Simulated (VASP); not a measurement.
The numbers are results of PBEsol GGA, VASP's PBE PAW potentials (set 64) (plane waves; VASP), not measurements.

VASP input:

KPOINTS:
```
Regular mesh
0
gamma
 6 6 6
0 0 0
```

INCAR:
```
SYSTEM = TiPt3
PREC = Accurate
ENCUT = 300
EDIFF = 1E-6
NELM = 100
ALGO = Normal
LREAL = .FALSE.
LASPH = .TRUE.
ISMEAR = 0
SIGMA = 0.1
GGA = PS
LMAXMIX = 6
LWAVE = .FALSE.
LCHARG = .FALSE.
ISIF = 2
```

POSCAR:
```
TiPt3
1
    3.9245300000     0.0000000000     0.0000000000
    0.0000000000     3.9245300000     0.0000000000
    0.0000000000     0.0000000000     3.9245300000
Ti Pt
1 3
Direct
  0.0000000000   0.0000000000   0.0000000000
  0.5000000000   0.5000000000   0.0000000000
  0.0000000000   0.5000000000   0.5000000000
  0.5000000000   0.0000000000   0.5000000000
```

POTCAR, in this order: Ti_sv Pt (PBE.64 set). Program: vasp_std.

At this cut-off the stress carries a Pulay error, which pulls relaxed volumes low. Unless said otherwise, spin-orbit coupling is left out, though it shifts the bands of the heavy elements here.

Question: Estimate the energy per atom (σ→0), pressure, band gap (on the k-mesh).

Answer: 
* **energy per atom (σ→0)**: -8.187 eV/atom
* **band gap (on the k-mesh)**: none (metal, semimetal or under 0.01 eV)
* **pressure**: -5.68 GPa

File OSZICAR:
```
...
DAV:  11    -0.327521958176E+02   -0.14044E-02   -0.13894E-02  1377   0.867E-01    0.392E-01
DAV:  12    -0.327509633457E+02    0.12325E-02   -0.81428E-03  1398   0.511E-01    0.698E-02
DAV:  13    -0.327509421819E+02    0.21164E-04   -0.33647E-04  1285   0.115E-01    0.257E-02
DAV:  14    -0.327509348847E+02    0.72972E-05   -0.13611E-04  1396   0.823E-02    0.195E-02
DAV:  15    -0.327509327517E+02    0.21330E-05   -0.42169E-06  1096   0.174E-02    0.112E-02
DAV:  16    -0.327509317265E+02    0.10252E-05   -0.57686E-06  1203   0.142E-02    0.183E-03
DAV:  17    -0.327509317518E+02   -0.25315E-07   -0.32565E-07   570   0.369E-03
   1 F= -.32750932E+02 E0= -.32747241E+02  d E =-.738121E-02
```

The structure comes from a computed database's TiPt3 entry; how it stands against other phases isn't given here. The cell was not relaxed at this level. The run is one of a series of settings (GGA = PS against the base run), some of them coarse on purpose.
